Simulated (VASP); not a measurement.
Output of a VASP run:

OSZICAR:
```
...
DAV:   2    -0.399566400333E+02   -0.70513E+02   -0.64857E+02  1468   0.242E+02
DAV:   3    -0.438647733503E+02   -0.39081E+01   -0.36989E+01  1612   0.456E+01
DAV:   4    -0.439598588215E+02   -0.95085E-01   -0.94814E-01  1376   0.616E+00
DAV:   5    -0.439624941934E+02   -0.26354E-02   -0.26338E-02  1604   0.792E-01    0.419E+01
DAV:   6    -0.159829200051E+02    0.27980E+02   -0.66490E+01  1316   0.451E+01    0.259E+01
DAV:   7    -0.231599822549E+02   -0.71771E+01   -0.12991E+01  1420   0.239E+01    0.220E+01
DAV:   8    -0.168389644893E+02    0.63210E+01   -0.19200E+01  1964   0.255E+01    0.161E+01
DAV:   9    -0.168333927640E+02    0.55717E-02   -0.10181E+00  1484   0.102E+01    0.154E+01
DAV:  10    -0.233825137669E+02   -0.65491E+01   -0.17610E+01  1824   0.262E+01    0.118E+01
DAV:  11    -0.207214241083E+02    0.26611E+01   -0.26850E+00  1420   0.143E+01    0.541E+00
DAV:  12    -0.206170880363E+02    0.10434E+00   -0.30229E-01  1412   0.603E+00    0.332E+00
DAV:  13    -0.206296988495E+02   -0.12611E-01   -0.10732E-02  1444   0.103E+00    0.315E+00
DAV:  14    -0.206409538991E+02   -0.11255E-01   -0.10002E-01  1796   0.219E+00    0.201E+00
DAV:  15    -0.206757140381E+02   -0.34760E-01   -0.11408E-02  1148   0.153E+00    0.165E+00
DAV:  16    -0.206995009914E+02   -0.23787E-01   -0.16149E-01  1784   0.284E+00    0.107E+00
DAV:  17    -0.206995261247E+02   -0.25133E-04   -0.13329E-03  1304   0.396E-01    0.107E+00
DAV:  18    -0.206983119835E+02    0.12141E-02   -0.96871E-05  1488   0.122E-01    0.107E+00
DAV:  19    -0.206983326165E+02   -0.20633E-04   -0.91257E-06  1356   0.380E-02    0.106E+00
DAV:  20    -0.206984556294E+02   -0.12301E-03   -0.75499E-05  1528   0.861E-02    0.106E+00
DAV:  21    -0.207005673105E+02   -0.21117E-02   -0.45902E-04  1672   0.203E-01    0.113E+00
DAV:  22    -0.207032318662E+02   -0.26646E-02   -0.19796E-03  1672   0.375E-01    0.107E+00
DAV:  23    -0.206967263967E+02    0.65055E-02   -0.74687E-03  1692   0.791E-01    0.138E+00
DAV:  24    -0.206981164523E+02   -0.13901E-02   -0.21676E-03  1264   0.512E-01    0.158E+00
DAV:  25    -0.206960804109E+02    0.20360E-02   -0.30152E-03  1740   0.376E-01    0.134E+00
DAV:  26    -0.206966752012E+02   -0.59479E-03   -0.58328E-04  1288   0.337E-01    0.104E+00
DAV:  27    -0.206967066384E+02   -0.31437E-04   -0.54622E-04  1748   0.217E-01    0.761E-01
DAV:  28    -0.206965632089E+02    0.14343E-03   -0.95791E-04  1408   0.228E-01    0.506E-01
DAV:  29    -0.206968336889E+02   -0.27048E-03   -0.73880E-04  1664   0.260E-01    0.184E-01
DAV:  30    -0.206966986762E+02    0.13501E-03   -0.28885E-04  1588   0.158E-01    0.787E-02
DAV:  31    -0.206967047665E+02   -0.60904E-05   -0.12608E-05  1372   0.442E-02    0.362E-02
DAV:  32    -0.206966961701E+02    0.85964E-05   -0.18643E-05  1444   0.426E-02    0.524E-03
DAV:  33    -0.206966966983E+02   -0.52813E-06   -0.20474E-06  1508   0.154E-02    0.875E-03
DAV:  34    -0.206966957496E+02    0.94870E-06   -0.33846E-07  1372   0.623E-03    0.649E-03
DAV:  35    -0.206966933557E+02    0.23938E-05   -0.26652E-07  1232   0.585E-03    0.343E-03
DAV:  36    -0.206966929793E+02    0.37644E-06   -0.11701E-07   680   0.364E-03    0.990E-04
DAV:  37    -0.206966924330E+02    0.54632E-06   -0.71209E-08   584   0.208E-03    0.355E-04
DAV:  38    -0.206966923855E+02    0.47490E-07   -0.17761E-08   568   0.131E-03
   1 F= -.20696692E+02 E0= -.20696692E+02  d E =0.000000E+00
       N       E                     dE             ncg
       N       E                     dE             ncg
```

OUTCAR:
```
------------------------ aborting loop because EDIFF is reached ----------------------------------------
  FORCE on cell =-STRESS in cart. coord.  units (eV):
  Direction    XX          YY          ZZ          XY          YZ          ZX
  --------------------------------------------------------------------------------------
  Total        0.0057229      0.0057229      0.0057229      0.0000000      0.0000000      0.0000000
  in kB        0.3150165      0.3150165      0.3150165      0.0000000      0.0000000      0.0000000
  external PRESSURE =       0.3150165 kB  Pullay stress =       0.0000000 kB
  volume of cell :       29.11
      direct lattice vectors                 reciprocal lattice vectors
     0.000000000  2.441493848  2.441493848    -0.204792652  0.204792652  0.204792652
     2.441493848  0.000000000  2.441493848     0.204792652 -0.204792652  0.204792652
     2.441493848  2.441493848  0.000000000     0.204792652  0.204792652 -0.204792652
 POSITION                                       TOTAL-FORCE (eV/Angst)
 -----------------------------------------------------------------------------------
      0.00000      0.00000      0.00000         0.000000      0.000000      0.000000
      2.44149      2.44149      2.44149        -0.000000     -0.000000     -0.000000
 -----------------------------------------------------------------------------------
    total drift:                                0.000000      0.000000      0.000000
  FREE ENERGIE OF THE ION-ELECTRON SYSTEM (eV)
  ---------------------------------------------------
  free  energy   TOTEN  =       -20.6966923855 eV

  energy  without entropy=      -20.6966923855  energy(sigma->0) =      -20.69669239

 total charge

# of ion       s       p       d       f       tot
--------------------------------------------------
    1        2.185   6.551   1.024   0.097   9.857
    2        1.256   2.449   0.000   0.000   3.705
--------------------------------------------------
tot          3.441   9.000   1.024   0.097  13.562
```
(Selected blocks of OUTCAR.)

POSCAR:
```
YN
1
   -0.0000000000     2.4414938478     2.4414938478
    2.4414938478     0.0000000000     2.4414938478
    2.4414938478     2.4414938478     0.0000000000
Y N
1 1
Direct
  0.0000000000   0.0000000000   0.0000000000
  0.5000000000   0.5000000000   0.5000000000
```

Reconstruct the remaining input files.

Several could match; the one computed here: the input of the run itself, MS2 meta-GGA, plane waves, VASP's PBE PAW potentials (set 64).

**INCAR**
```
# general
SYSTEM  = YN
PREC    = Accurate
ENCUT   = 520   # plane-wave cut-off (eV)
LREAL   = F
LASPH   = T

# electronic loop
EDIFF   = 1E-7   # SCF stop (eV)
NELM    = 100
ALGO    = Normal   # blocked Davidson
LMAXMIX = 4   # l cut-off of mixed one-centre charges
LMIXTAU = T

# smearing
ISMEAR  = -5   # tetrahedra, Bloechl

# functional
METAGGA = MS2

# ions
ISIF    = 2   # forces and stress, cell fixed

# output
LWAVE   = F
LCHARG  = F
LORBIT  = 11   # lm-projected
NEDOS   = 601   # DOS grid
```

### KPOINTS_OPT
```
k-points along high-symmetry lines
10
Line-mode
Reciprocal
  0.000000   0.000000   0.000000 ! GAMMA
  0.500000   0.000000   0.500000 ! X

  0.500000   0.000000   0.500000 ! X
  0.625000   0.250000   0.625000 ! U

  0.375000   0.375000   0.750000 ! K
  0.000000   0.000000   0.000000 ! GAMMA

  0.000000   0.000000   0.000000 ! GAMMA
  0.500000   0.500000   0.500000 ! L

  0.500000   0.500000   0.500000 ! L
  0.500000   0.250000   0.750000 ! W

  0.500000   0.250000   0.750000 ! W
  0.500000   0.000000   0.500000 ! X
```

File KPOINTS:
```
Automatic
0
G
  10 10 10
```

POTCAR, in this order: Y_sv N (PBE.64 set). Program: vasp_std.

The compound is YN in the rock salt structure. It was relaxed first.
